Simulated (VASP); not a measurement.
These are LDA (Ceperley-Alder, Perdew-Zunger), VASP's LDA PAW potentials (set 64) (plane waves; VASP 6.6.1) values and carry that method's errors.

VASP ran on this input.

POSCAR:
```
CoGa
1.0
  2.7136072247   0.0000000000   0.0000000000
  0.0000000000   2.7136072247   0.0000000000
  0.0000000000   0.0000000000   2.7136072247
Ga Co
1 1
Cart
  1.3568036124   1.3568036124   1.3568036124
  0.0000000000   0.0000000000   0.0000000000
```

File KPOINTS:
```
Automatic mesh
0
Gamma
13 13 13
0 0 0
```

INCAR:
```
SYSTEM  =  CoGa
PREC  =  Accurate; ENCUT  =  500; LREAL  =  .False.
LASPH  =  .True.
EDIFF  =  1E-6; NELM  =  100; ALGO  =  Normal
LMAXMIX  =  4
ISMEAR  =  1; SIGMA  =  0.1
IBRION  =  2; NSW  =  40; ISIF  =  3
EDIFFG  =  -0.02; PSTRESS  =  450
LWAVE  =  .False.; LCHARG  =  .False.
```

POTCAR, in this order: Ga_d Co (LDA.64 set). Program: vasp_std.

Energy and stress use the plane-wave basis of the starting cell.

Task: What does the run give for the energy per atom (σ→0), volume per atom, band gap (on the k-mesh)?

Result: 
```json
{
  "energy per atom (σ→0)": "-6.082 eV/atom",
  "band gap (on the k-mesh)": "none (metal, semimetal or under 0.01 eV)",
  "volume_per_atom": "9.61 Å³/atom"
}
```

**OSZICAR**
```
...
       N       E                     dE             d eps       ncg     rms          rms(c)
DAV:   1    -0.121646412194E+02    0.56878E-02   -0.43102E-03  2541   0.139E+00    0.135E-01
DAV:   2    -0.121644954856E+02    0.14573E-03   -0.20406E-03  2576   0.786E-01    0.829E-02
DAV:   3    -0.121643607497E+02    0.13474E-03   -0.83360E-04  2761   0.523E-01    0.431E-02
DAV:   4    -0.121643283437E+02    0.32406E-04   -0.62927E-05  3158   0.136E-01    0.716E-03
DAV:   5    -0.121643254172E+02    0.29265E-05   -0.33559E-06  2539   0.347E-02    0.177E-03
DAV:   6    -0.121643253979E+02    0.19299E-07   -0.26176E-07  1260   0.975E-03
   4 F= -.67654970E+01 E0= -.67658964E+01  d E =-.370198E-01
```

The compound is CoGa in the CsCl type structure. This run relaxes it under an external pressure of 45 GPa. Symmetry was kept, so distortions that lower it aren't found. The run is not spin-polarised, so no magnetic state was tried.
